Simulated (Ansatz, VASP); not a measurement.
# Cross-check of Ta2SO3 (1T-TaO2 under 2H-TaOS, AC) between VASP and Ansatz, part 2 of 2

Wanted: the spread between two codes on one cell, functional and k mesh. Of the first pair: The structure shown is the start of the Ansatz relaxation below; VASP solves that cell, so the two are compared at the walk's first step.

VASP 6.6.1 and Ansatz 0.2.0.

So far: The starting structure; Ansatz: relaxation, PBE with D3(BJ).

### 3. VASP: single point, PBE with D3(BJ), start cell, pair 1

Level of this step: PBE with D3(BJ), spin-polarised from a ferromagnetic start; plane waves and PAW (O, Ta_pv, S) (VASP).

The same cell, functional, mesh and smearing now go to VASP, with its own data sets.

Lines of VASP's logs that name or quote its potential files are left out, and so is its time.

Contents of INCAR:

```
SYSTEM = Ta2SO3
PREC = Accurate
ENCUT = 520
EDIFF = 1E-06
NELM = 200
ISMEAR = -1
SIGMA = 0.05
LREAL = .FALSE.
ALGO = Normal
GGA = PE
IVDW = 12
NBANDS = 33
ISPIN = 2
MAGMOM = 0.02 0.02 0.06 0.14 0.17 0.02
LASPH = .TRUE.
LMAXMIX = 4
LORBIT = 11
LWAVE = .FALSE.
LCHARG = .FALSE.
ISIF = 2
LDIPOL = .TRUE.
IDIPOL = 3
DIPOL = 0.5 0.5 0.498
LVHAR = .TRUE.
GGA_COMPAT = .FALSE.
NELMDL = -8
KPAR = 2
```

Contents of POSCAR:

```
Ta2SO3
1.0
    3.1832750000      0.0000000000      0.0000000000
   -1.5916370000      2.7567970000      0.0000000000
    0.0000000000      0.0000000000     47.9707460000
O Ta S
3 2 1
Direct
    0.6666666667      0.3333333333      0.4117092530
    0.3333333333      0.6666666667      0.4628356207
    0.0000000000      0.0000000000      0.5882907470
    0.0000000000      0.0000000000      0.4372724368
    0.6666666667      0.3333333333      0.5626837865
    0.0000000000      0.0000000000      0.5243314332
```

Contents of KPOINTS:

```
Automatic mesh
0
Gamma
12 12 1
0 0 0
```

PAW data sets: O, Ta_pv and S (PBE family, release 64).

Launch:

```sh
mpirun -np 2 vasp_std
```

Numbers of over 12 decimals in the logs are rounded to 6 here.

Output:

```text
[banner, memory and clock lines left out]
running    2 mpi-ranks, on    1 nodes
 distrk:  each k-point on    1 cores,    2 groups
 distr:  one band on    1 cores,    1 groups

 POSCAR found type information on POSCAR O TaS
 POSCAR found :  3 types and       6 ions
 LDA part: xc-table for (Slater+PW92), standard interpolation
 POSCAR, INCAR and KPOINTS ok, starting setup
 FFT: planning ... GRIDC
 FFT: planning ... GRID_SOFT
 FFT: planning ... GRID
 WAVECAR not read
 entering main loop
       N       E                     dE             d eps       ncg     rms          rms(c)
DAV:   1     0.380148383552E+03    0.38015E+03   -0.20549E+04  3028   0.106E+03
DAV:   2    -0.379784826673E+01   -0.38395E+03   -0.36804E+03  3495   0.252E+02
DAV:   3    -0.609221391794E+02   -0.57124E+02   -0.56420E+02  3185   0.970E+01
DAV:   4    -0.627033763017E+02   -0.17812E+01   -0.17643E+01  3468   0.184E+01
DAV:   5    -0.627318377821E+02   -0.28461E-01   -0.28381E-01  3301   0.224E+00
DAV:   6    -0.627324855350E+02   -0.64775E-03   -0.64695E-03  3456   0.340E-01
DAV:   7    -0.627325073296E+02   -0.21795E-04   -0.21788E-04  3324   0.564E-02
DAV:   8    -0.627325083010E+02   -0.97140E-06   -0.97110E-06  3040   0.114E-02    0.274E+01
DAV:   9    -0.870799862667E+02   -0.24347E+02   -0.21971E+02  3612   0.442E+01    0.406E+01
DAV:  10    -0.116497127005E+03   -0.29417E+02   -0.95159E+02  3939   0.470E+01    0.536E+01
DAV:  11    -0.568936648081E+02    0.59603E+02   -0.29330E+02  3481   0.405E+01    0.154E+01
DAV:  12    -0.576965406078E+02   -0.80288E+00   -0.15811E+01  3086   0.186E+01    0.749E+00
DAV:  13    -0.557888714467E+02    0.19077E+01   -0.16808E+00  3299   0.738E+00    0.600E+00
DAV:  14    -0.543110687986E+02    0.14778E+01   -0.27126E-01  3276   0.404E+00    0.495E+00
[...]
DAV:  60    -0.531981718386E+02   -0.78301E-05   -0.14191E-07  1636   0.138E-03    0.496E-03
DAV:  61    -0.531981846298E+02   -0.12791E-04   -0.16574E-06  1880   0.311E-03    0.680E-04
DAV:  62    -0.531981930230E+02   -0.83933E-05   -0.34100E-07  1816   0.171E-03    0.102E-03
DAV:  63    -0.531981960927E+02   -0.30696E-05   -0.11740E-07  1718   0.972E-04    0.258E-04
DAV:  64    -0.531981995846E+02   -0.34920E-05   -0.48173E-08  1678   0.654E-04    0.359E-04
DAV:  65    -0.531982025528E+02   -0.29682E-05   -0.35715E-08  1634   0.518E-04    0.365E-04
DAV:  66    -0.531982041294E+02   -0.15766E-05   -0.15705E-08  1655   0.344E-04    0.261E-04
DAV:  67    -0.531982045766E+02   -0.44721E-06   -0.62382E-09  1489   0.213E-04
   1 F= -.54385113E+02 E0= -.54360733E+02  d E =-.487612E-01  mag=     0.0000
```

Parts of OUTCAR (step 3):

```text
ion  position               nearest neighbor table
   1  0.667  0.333  0.412-   4 2.21   4 2.21   4 2.21
   2  0.333  0.667  0.463-   4 2.21   4 2.21   4 2.21
   3  0.000  0.000  0.588-   5 2.21   5 2.21   5 2.21
   4  0.000  0.000  0.437-   1 2.21   2 2.21   1 2.21   2 2.21   1 2.21   2 2.21
   5  0.667  0.333  0.563-   3 2.21   3 2.21   3 2.21   6 2.60   6 2.60   6 2.60
   6  0.000  0.000  0.524-   5 2.60   5 2.60   5 2.60

  LATTYP: Found a hexagonal cell.
 ALAT       =     3.1832750000
 C/A-ratio  =    15.0696204381

 Subroutine GETGRP returns: Found  6 space group operations
 (whereof  6 operations were pure point group operations)

The static configuration has the point symmetry C_3v.

 Found     19 irreducible k-points:

   k-points           NKPTS =     19   k-points in BZ     NKDIM =     19   number of bands    NBANDS=     33

   dimension x,y,z NGX =    24 NGY =   24 NGZ =  360
   dimension x,y,z NGXF=    48 NGYF=   48 NGZF=  720

   ENCUT  =  520.0 eV  38.22 Ry    6.18 a.u.   5.92  5.92 89.19*2*pi/ulx,y,z

   NELECT =      46.0000    total number of electrons

 k-points in reciprocal lattice and weights: Automatic mesh
   0.00000000  0.00000000  0.00000000       0.007
   0.08333333  0.00000000  0.00000000       0.042
   0.16666667 -0.00000000  0.00000000       0.042
   0.25000000 -0.00000000  0.00000000       0.042
   0.33333333 -0.00000000  0.00000000       0.042
   0.41666667  0.00000000  0.00000000       0.042
   0.50000000 -0.00000000  0.00000000       0.021
   0.08333333  0.08333333  0.00000000       0.042
   0.16666667  0.08333333  0.00000000       0.083
[...]
0.33333333  0.25000000  0.00000000       0.083
   0.33333333  0.33333333  0.00000000       0.014

 dipolmoment           0.000000      0.000000      0.042164 electrons x Angstroem

 average (electrostatic) potential at core
       1 -80.5764       2 -80.5982       3 -79.6629       4 -49.2063       5 -47.6707
       6 -95.1904

 E-fermi :  -4.0788

 spin component 1
 k-point     1 :       0.0000    0.0000    0.0000
  band No.  band energies     occupation
    ...
     18      -7.3959      1.00000
     19      -7.3959      1.00000
     20      -6.4934      1.00000
     21      -4.6121      0.99998
     22      -4.6121      0.99998
     23      -3.8791      0.01810
     24      -3.8791      0.01810
     25      -3.1967      0.00000
     26      -2.9231      0.00000
     27      -1.7385      0.00000
    ...

 k-point     2 :       0.0833    0.0000    0.0000
  band No.  band energies     occupation
    ...
     18      -7.6629      1.00000
     19      -7.5060      1.00000
     20      -6.4315      1.00000
     21      -4.9687      1.00000
     22      -4.6897      1.00000
     23      -3.9219      0.04160
     24      -3.7234      0.00082
     25      -3.2700      0.00000
     26      -2.8861      0.00000
     27      -1.5534      0.00000
    ...

 k-point     3 :       0.1667   -0.0000    0.0000
  band No.  band energies     occupation
    ...
     19      -7.4765      1.00000
     20      -6.4401      1.00000
     21      -5.7209      1.00000
     22      -4.8519      1.00000
     23      -4.0812      0.51197
     24      -3.6102      0.00009
     25      -3.3330      0.00000
     26      -2.7883      0.00000
     27      -1.4891      0.00000
     28      -1.1929      0.00000
    ...

 k-point     4 :       0.2500   -0.0000    0.0000
  band No.  band energies     occupation
    ...
     19      -7.4503      1.00000
     20      -7.0226      1.00000
     21      -6.1116      1.00000
     22      -4.9851      1.00000
     23      -4.3089      0.99008
     24      -4.0764      0.48806
     25      -2.8370      0.00000
     26      -2.6042      0.00000
     27      -1.4875      0.00000
     28      -1.0437      0.00000
    ...

 k-point     5 :       0.3333   -0.0000    0.0000
  band No.  band energies     occupation
    ...
     20      -7.6081      1.00000
     21      -6.1796      1.00000
     22      -5.0519      1.00000
     23      -4.5307      0.99988
     24      -4.3606      0.99645
     25      -2.3318      0.00000
     26      -2.3210      0.00000
     27      -1.3050      0.00000
     28      -0.7095      0.00000
     29      -0.4249      0.00000
    ...

 k-point     6 :       0.4167    0.0000    0.0000
  band No.  band energies     occupation
    ...
     20      -7.8284      1.00000
     21      -6.1802      1.00000
     22      -5.0782      1.00000
     23      -4.6929      1.00000
     24      -4.3666      0.99685
     25      -2.0133      0.00000
     26      -1.9236      0.00000
     27      -1.0043      0.00000
     28      -0.2963      0.00000
     29      -0.0597      0.00000
    ...

 Edisp (eV)   -1.18691

  Total     -12.17685   -12.17685   -15.92352    -0.00000     0.00000     0.00000
  in kB     -46.34363   -46.34363   -60.60303    -0.00001     0.00000     0.00000
  external pressure =      -51.10 kB  Pullay stress =        0.00 kB

  energy-cutoff  :      520.00
  volume of cell :      420.97
      direct lattice vectors                 reciprocal lattice vectors
     3.183275000  0.000000000  0.000000000     0.314141882  0.181369844  0.000000000
    -1.591637000  2.756797000  0.000000000     0.000000000  0.362739803  0.000000000
     0.000000000  0.000000000 47.970746000     0.000000000  0.000000000  0.020846038

 POSITION                                       TOTAL-FORCE (eV/Angst)
 -----------------------------------------------------------------------------------
      1.59164      0.91893     19.75000        -0.000000      0.000000      2.667220
      0.00000      1.83786     22.20257         0.000000      0.000000     -2.669199
      0.00000      0.00000     28.22075         0.000000      0.000000     -2.744585
      0.00000      0.00000     20.97628        -0.000000      0.000000      0.055703
      1.59164      0.91893     26.99236         0.000000     -0.000000     -0.354318
      0.00000      0.00000     25.15257        -0.000000      0.000000      3.045179
 -----------------------------------------------------------------------------------
    total drift:                                0.000010      0.000001      0.000683

  FREE ENERGIE OF THE ION-ELECTRON SYSTEM (eV)
  ---------------------------------------------------
  free  energy   TOTEN  =       -54.3851132897 eV

  energy  without entropy=      -54.3363520874  energy(sigma->0) =      -54.36073269

 vacuum level on the upper side and lower side of the slab         2.642         1.772

 total charge
# of ion       s       p       d       tot
------------------------------------------
    1        1.575   3.347   0.000   4.921
    2        1.576   3.347   0.000   4.923
    3        1.575   3.338   0.000   4.913
    4        0.273   6.180   2.044   8.497
    5        0.275   6.178   2.134   8.587
    6        1.367   2.293   0.000   3.659
--------------------------------------------------
tot          6.641  24.682   4.178  35.500

 magnetization (x)
# of ion       s       p       d       tot
------------------------------------------
    1       -0.000  -0.000   0.000  -0.000
    2       -0.000  -0.000   0.000  -0.000
    3        0.000  -0.000   0.000  -0.000
    4       -0.000  -0.000  -0.000  -0.000
    5       -0.000  -0.000  -0.000  -0.000
    6       -0.000  -0.000   0.000  -0.000
--------------------------------------------------
tot         -0.000  -0.000  -0.000  -0.000

[... 6 further parts left out ...]
```

### 4. Comparison

Known differences besides the potentials themselves: VASP starts from the moments at which Ansatz ended; Ansatz cuts the interaction across the vacuum, VASP repeats the sheet with a dipole correction; the data sets hold 50 valence electrons in Ansatz (on its default PAW (the set named soft_2) files) and 46 in VASP; the cutoff is 420 eV in Ansatz and 520 eV in VASP. Total energies have different zeros and are not compared.

Forces (eV/Å; atoms numbered as in POSCAR):

```tsv
atom	Ansatz x, y, z	VASP x, y, z
O1	0.000, 0.000, 2.706	0.000, 0.000, 2.667
O2	0.000, 0.000, -2.704	0.000, 0.000, -2.669
O3	0.000, 0.000, -2.874	0.000, 0.000, -2.745
Ta4	0.000, 0.000, 0.051	0.000, 0.000, 0.056
Ta5	0.000, 0.000, -0.140	0.000, 0.000, -0.354
S6	0.000, 0.000, 2.960	0.000, 0.000, 3.045
```

The forces differ by 64 meV/Å r.m.s., which is 4.8 % of the r.m.s. force of 1.316 eV/Å (both taken over all components). Moments aren't recorded for both runs of this pair, so they may hold unlike magnetic states. With vacuum in the cell, a pressure given here is an average over mostly empty space and none of the material.

### 5. Ansatz: relaxation, PBE with D3(BJ)

This run makes the geometry at which the two programs are then compared.

The structure compared here is the end of the Ansatz relaxation.

Contents of input.yaml:

```yaml
crystal:
  lattice:
    - [3.183275, 0.0, 0.0]
    - [-1.5916375, 2.7567970172, 0.0]
    - [0.0, 0.0, 47.970746467]
  atoms:
    - { symbol: O, position: [0.6666666667, 0.3333333333, 0.411709249] }
    - { symbol: Ta, position: [0.0, 0.0, 0.437272429], spin: 1.0 }
    - { symbol: O, position: [0.3333333333, 0.6666666667, 0.4628356091] }
    - { symbol: S, position: [0.0, 0.0, 0.5243314209] }
    - { symbol: Ta, position: [0.6666666667, 0.3333333333, 0.5626837765], spin: 1.0 }
    - { symbol: O, position: [0.0, 0.0, 0.588290751] }
  periodic: [true, true, false]
magnetization:
  spin_polarized: true
kpoints:
  mp_grid: { grid: [12, 12, 1] }
hamiltonian:
  xc: pbe
  dispersion: d3bj
scf:
  occupations: { method: fermi_dirac, width: 0.05 }
  convergence: { dr2_threshold: 1.0e-09 }
relax:
  f_tol: 0.004
  max_steps: 90
  cell: {}
output:
  write_potential: true
  write_density: true
  volumetric_format: npy
```

Launch:

```sh
ansatz run input.yaml --threads 4 --pin off --max-ram 6144MiB --backend cpu --events-out ev --progress --plain --runs-dir out
```

Output:

```text
[...]
Crystal: 6 atoms, lattice volume = 420.974 Å³
Basis set: ecut = 420 eV, 8273 PW (Γ), exchange–correlation on 48×48×648 points (8 copies of the dense FFT grid, shifted against one another)
Bands: 32, of which v1, the nominal top of the filled ones, is band 25 counted from 1 (24 counted from 0)
[...]
- [-1.548780, 2.682566, 0]
    - [0, 0, 47.970746467]
  atoms:
    - { symbol: O, position: [0.666667, 0.333333, 0.419636] }
    - { symbol: Ta, position: [-1.6892396761649774e-17, -9.1131707493639e-18, 0.442277] }
    - { symbol: O, position: [0.333333, 0.666667, 0.464432] }
[...]
- { symbol: Ta, position: [0.666667, 0.333333, 0.557632] }
    - { symbol: O, position: [-2.107311534635374e-17, -1.7474607918771816e-17, 0.580311] }
[key lines of the parts left out:]
SCF converged after 4 iterations
Magnetization: 0.8998 μB (25.4499 up, 24.5501 down)
Free energy (F): -22474.499906 eV
Fermi energy:    -5.375703 eV
P = ½ c Tr σ = -0.0055 N/m
```

### 6. VASP: single point, PBE with D3(BJ), relaxed cell, pair 2

The same cell, functional, mesh and smearing now go to VASP, with its own data sets.

INCAR is that of step 3.

Contents of POSCAR:

```
Ta2SO3
1.0
    3.0975604632      0.0000000000      0.0000000000
   -1.5487802316      2.6825660509      0.0000000000
    0.0000000000      0.0000000000     47.9707464670
O Ta S
3 2 1
Direct
    0.6666666667      0.3333333333      0.4196356242
    0.3333333333      0.6666666667      0.4644320429
    0.0000000000      0.0000000000      0.5803107901
    0.0000000000      0.0000000000      0.4422768198
    0.6666666667      0.3333333333      0.5576322139
    0.0000000000      0.0000000000      0.5228357446
```

KPOINTS is that of step 3.

Launch:

```sh
mpirun -np 2 vasp_std
```

Output:

```text
[... set-up lines as in an earlier step ...]
 entering main loop
       N       E                     dE             d eps       ncg     rms          rms(c)
DAV:   1     0.395828071419E+03    0.39583E+03   -0.20964E+04  3036   0.107E+03
DAV:   2    -0.810821019058E+01   -0.40394E+03   -0.38667E+03  3491   0.263E+02
DAV:   3    -0.618950048960E+02   -0.53787E+02   -0.53200E+02  3164   0.977E+01
DAV:   4    -0.634049087397E+02   -0.15099E+01   -0.14981E+01  3421   0.177E+01
[...]
DAV:  88    -0.543324176436E+02   -0.66845E-05   -0.63274E-08  1843   0.854E-04    0.337E-04
DAV:  89    -0.543324188050E+02   -0.11613E-05   -0.26612E-08  1730   0.597E-04    0.216E-04
DAV:  90    -0.543324191399E+02   -0.33498E-06   -0.11162E-08  1733   0.285E-04
   1 F= -.55670100E+02 E0= -.55647433E+02  d E =-.453329E-01  mag=     0.3442
```

OUTCAR, selected parts (step 6):

```text
 Edisp (eV)   -1.33768

  Total       0.26591     0.26591     0.05252     0.00000     0.00000     0.00000
  in kB       1.06879     1.06879     0.21110     0.00000     0.00000     0.00000
  external pressure =        0.78 kB  Pullay stress =        0.00 kB

 POSITION                                       TOTAL-FORCE (eV/Angst)
 -----------------------------------------------------------------------------------
      1.54878      0.89419     20.13023        -0.000000      0.000000     -0.047147
     -0.00000      1.78838     22.27915        -0.000000      0.000000      0.051305
      0.00000      0.00000     27.83794         0.000000     -0.000000      0.143286
      0.00000      0.00000     21.21635         0.000000     -0.000000     -0.003069
      1.54878      0.89419     26.75003         0.000000     -0.000000     -0.217916
      0.00000      0.00000     25.08082         0.000000     -0.000000      0.073541
 -----------------------------------------------------------------------------------
    total drift:                                0.000000     -0.000000      0.000893

  FREE ENERGIE OF THE ION-ELECTRON SYSTEM (eV)
  ---------------------------------------------------
  free  energy   TOTEN  =       -55.6700996037 eV

  energy  without entropy=      -55.6247666986  energy(sigma->0) =      -55.64743315

 magnetization (x)
# of ion       s       p       d       tot
------------------------------------------
    1        0.001   0.013   0.000   0.014
    2        0.001   0.013   0.000   0.013
    3        0.000   0.000   0.000   0.000
    4        0.006   0.002   0.238   0.246
    5        0.000   0.000  -0.001  -0.001
    6        0.000   0.000   0.000   0.000
--------------------------------------------------
tot          0.007   0.028   0.237   0.272

[... 1 part as in an earlier step ...]

[... 2 further parts left out ...]
[key lines of the parts left out:]
E-fermi :  -3.2803
```

### 7. Side by side

What differs besides the data sets and the points named for the pairs above, as far as they apply: the data sets hold 50 valence electrons in Ansatz (on its default PAW (the set named soft_2) files) and 46 in VASP; site moments are counted in spheres of each program's own size. Total energies have different zeros and are not compared.

The two programs side by side:

```tsv
quantity	Ansatz	VASP	difference
total moment (μB)	0.90	0.34	+0.56
moment on Ta4 (μB)	0.14	0.25	-0.11
moment on Ta5 (μB)	0.17	0.00	+0.17
moment on O3 (μB)	0.06	0.00	+0.06
```

Forces (eV/Å; atoms numbered as in POSCAR):

```tsv
atom	Ansatz x, y, z	VASP x, y, z
O1	0.000, 0.000, 0.000	0.000, 0.000, -0.047
O2	0.000, 0.000, 0.000	0.000, 0.000, 0.051
O3	0.000, 0.000, 0.001	0.000, 0.000, 0.143
Ta4	0.000, 0.000, -0.001	0.000, 0.000, -0.003
Ta5	0.000, 0.000, 0.001	0.000, 0.000, -0.218
S6	0.000, 0.000, -0.001	0.000, 0.000, 0.074
```

The forces differ by 66 meV/Å r.m.s., where the r.m.s. force is 0.001 eV/Å in Ansatz and 0.066 eV/Å in VASP: the atoms lie near their places of rest in Ansatz, so a percentage would say little (all taken over all components). With vacuum in the cell, a pressure given here is an average over mostly empty space and none of the material. The two runs ended with unlike total or site moments, perhaps in different magnetic states; the other differences may follow from that, so they don't measure the programs' precision.

### 8. Summary of results

```json
{"r.m.s. force difference (single point, PBE with D3(BJ), start cell, pair 1)": "4.8 % of the r.m.s. force", "difference in total moment (single point, PBE with D3(BJ), relaxed cell, pair 2)": "0.56 μB", "r.m.s. force difference (single point, PBE with D3(BJ), relaxed cell, pair 2)": "66 meV/Å"}
```

The r.m.s. force difference is 66 meV/Å (single point, PBE with D3(BJ), relaxed cell, pair 2), beyond the 12 meV/Å picked in this series as the mark of a large difference. The data sets hold unlike numbers of valence electrons (50 in Ansatz and 46 in VASP), so part of the differences comes from the potentials. What causes the difference of the single point, PBE with D3(BJ), start cell, pair 1 pair stays open here. The runs of the single point, PBE with D3(BJ), relaxed cell, pair 2 pair ended with unlike moments, so it says little about numerical agreement. By the marks of this series, far apart in the single point, PBE with D3(BJ), relaxed cell, pair 2 pair: the r.m.s. force difference, 66 meV/Å. What causes the difference of the single point, PBE with D3(BJ), relaxed cell, pair 2 pair stays open here. How closely two codes agree says nothing of how well the functional describes the real material.

[Lines on the potential files, build, host, timing and source positions are cut from VASP's logs without a mark.]

[Logs are printed without paths, hosts, clocks, repeated set-up lines and the standing remarks that a program may print on its own settings, such as how far it seeks lower states.]

[Hosts, paths, dates, database ids (printed as entryN), source tags and the programs' standing remarks are cut or masked in the printed files.]
